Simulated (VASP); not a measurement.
An input for Quantum ESPRESSO's pw.x (written as the equivalent of a VASP run, and not itself run):

```
&CONTROL
  calculation = 'vc-relax'
  pseudo_dir = './pseudo'
  outdir = './out'
  tprnfor = .true.
  tstress = .true.
  nstep = 60
  forc_conv_thr = 0.00039
/
&SYSTEM
  ibrav = 0
  nat = 2
  ntyp = 2
  ecutwfc = 82.3
  occupations = 'smearing'
  smearing = 'gaussian'
  degauss = 0.003675
  input_dft = 'pbe'
/
&ELECTRONS
  conv_thr = 7.3e-08
  electron_maxstep = 100
/
&IONS
/
&CELL
/
ATOMIC_SPECIES
  Sn 118.710 Sn.upf
  Te 127.600 Te.upf
CELL_PARAMETERS angstrom
     0.0000000    3.2022268    3.2022268
     3.2022268   -0.0000000    3.2022268
     3.2022268    3.2022268    0.0000000
ATOMIC_POSITIONS crystal
  Sn   0.0000000  0.0000000  0.0000000
  Te   0.5000000  0.5000000  0.5000000
K_POINTS automatic
  7 7 7 0 0 0
```

Task: Translate this input to VASP (INCAR, KPOINTS, POSCAR, choice of POTCAR).

Result: Several could match; the one computed here: 
### POSCAR
```
SnTe
1
    0.0000000000     3.2022268377     3.2022268377
    3.2022268377    -0.0000000000     3.2022268377
    3.2022268377     3.2022268377     0.0000000000
Sn Te
1 1
Direct
  0.0000000000   0.0000000000   0.0000000000
  0.5000000000   0.5000000000   0.5000000000
```

### INCAR
```
! general
SYSTEM  = SnTe
PREC    = Accurate
ENCUT   = 400   ! plane-wave cut-off (eV)
LREAL   = .FALSE.   ! projection in real space or not
LASPH   = .TRUE.

! electronic loop
EDIFF   = 1E-6   ! SCF stop (eV)
NELM    = 100   ! most electronic steps
ALGO    = Normal   ! blocked Davidson
LMAXMIX = 4   ! l cut-off of mixed one-centre charges

! smearing
ISMEAR  = 0   ! Gaussian
SIGMA   = 0.05   ! width (eV)

! functional
GGA     = PE   ! PBE

! ions
IBRION  = 2
NSW     = 60
ISIF    = 3
EDIFFG  = -0.01   ! ionic stop

! output
LWAVE   = .FALSE.
LCHARG  = .FALSE.
```

**KPOINTS**
```
Automatic mesh
0
Gamma
7 7 7
0 0 0
```

POTCAR, in this order: Sn_d Te (PBE.64 set). Program: vasp_std.

The two are equivalent in intent, not identical: the potentials are each code's own (VASP's PAW set, PseudoDojo norm-conserving files in pw.x), so ENCUT and ecutwfc are chosen apart and not converted; conv_thr bounds pw.x's estimated SCF error, while EDIFF bounds the energy change between steps; forc_conv_thr acts on force components and is met together with etot_conv_thr.

The compound is SnTe in the rock salt structure, which distorts at low temperature. It was relaxed first. The start is the result of an earlier pass.
